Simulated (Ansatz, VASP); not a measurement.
# NaMg2Si2: VASP beside Ansatz

INCAR

```
SYSTEM = NaMg2Si2
PREC = Accurate ; ENCUT = 520
EDIFF = 1E-6 ; ISMEAR = 0
SIGMA = 0.1 ; LREAL = .FALSE.
LASPH = .TRUE. ; NELM = 100
ALGO = Normal ; ISIF = 2
LWAVE = .FALSE. ; LCHARG = .FALSE.
GGA = PE ; NBANDS = 18
```

Contents of KPOINTS:

```
regular mesh
0
G
  10 10 4
  0 0 0
```

POSCAR

```
NaMg2Si2
1.0
    3.8036306911      0.0000000000      0.0000000000
    0.0000000000      3.8036306911      0.0000000000
    0.0000000000      0.0000000000      9.8257329217
Na Mg Si
1 2 2
Direct
    0.0000000000      0.0000000000      0.5000000000
    0.0000000000      0.0000000000      0.8432219072
    0.0000000000      0.0000000000      0.1567780928
    0.5000000000      0.5000000000      0.8805846599
    0.5000000000      0.5000000000      0.1194153401
```

Input for Ansatz:

```yaml
crystal:
  lattice:
    - [3.8036306911, 0.0, 0.0]
    - [0.0, 3.8036306911, 0.0]
    - [0.0, 0.0, 9.8257329217]
  atoms:
    - { symbol: Na, position: [0.0, 0.0, 0.5] }
    - { symbol: Mg, position: [0.0, 0.0, 0.8432219072] }
    - { symbol: Mg, position: [0.0, 0.0, 0.1567780928] }
    - { symbol: Si, position: [0.5, 0.5, 0.8805846599] }
    - { symbol: Si, position: [0.5, 0.5, 0.1194153401] }
basis:
  ecutwfc: 420
kpoints:
  mp_grid: { grid: [10, 10, 4] }
  band_path:
    path:
      - [[0.0, 0.0, 0.0], [0.0, 0.5, 0.0], [0.5, 0.5, 0.0], [0.0, 0.0, 0.0], [0.0, 0.0, 0.5], [0.0, 0.5, 0.5], [0.5, 0.5, 0.5], [0.0, 0.0, 0.5]]
      - [[0.0, 0.5, 0.0], [0.0, 0.5, 0.5]]
      - [[0.5, 0.5, 0.0], [0.5, 0.5, 0.5]]
    npoints: 14
hamiltonian:
  xc: pbe
scf:
  occupations: { method: gaussian, width: 0.1 }
  n_extra_bands: 12
output:
  forces: true
  stress: true
  eigenvalues: true
  populations: true
  dos: { projected: true, de: 0.02, nscf_kmesh: { grid: [12, 12, 5] } }
  bader: true
```

The cell was built by a generator and needn't be a form met in nature.

Alike in both runs: task single point; functional PBE; k mesh 10 × 10 × 4; occupations gaussian, width 0.1 eV; no spin polarisation.

```csv
,VASP,Ansatz
version,VASP 6.6.1,Ansatz 0.2.0
potentials or method,"VASP PAW PBE potentials, release 64 (Na_pv, Mg, Si)","scalar-relativistic, plane waves, PAW"
plane-wave cutoff (eV),520,420
valence electrons in the cell,19,37
```

Ansatz gave:

| Item | Value |
| --- | --- |
| gap on the k mesh at the Fermi level (eV) | none |
| pressure (GPa) | 0.0 |

Task: Estimate VASP's values.

Result: gap on the k mesh at the Fermi level (eV): none; pressure (GPa): -0.1.

A gap of «none» marks a metal or a gap that the smearing closes. The functional is the same, so the differences come from potentials, cutoffs and numerics. The two sets of potentials don't hold the same shells in valence.
